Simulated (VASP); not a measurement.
Consider the following.

```
AlAs
1.0
    3.93197     0.00000     0.00000
   -1.96599     3.40519     0.00000
    0.00000     0.00000     6.44944
Al As
2 2
Direct
  0.33333   0.66667   0.00007
  0.66667   0.33333   0.50007
  0.33333   0.66667   0.37493
  0.66667   0.33333   0.87493
```

These are PBEsol GGA, VASP's PBE PAW potentials (set 64) (plane waves; VASP) values and carry that method's errors. Run with 500 eV cut-off, 7×7×4 Γ-centred mesh, Gaussian smearing of 0.050 eV, potentials Al As.

Estimate the energy per atom (σ→0), pressure.

* **energy per atom (σ→0)**: -5.008 eV/atom
* **pressure**: 4.92 GPa

Total energies compare only between runs with the same potentials, cut-off and functional.

The structure was generated: AlAs was put into the wurtzite type (P6_3mc), which need not be its known phase. It was relaxed first under an external pressure of 5 GPa.
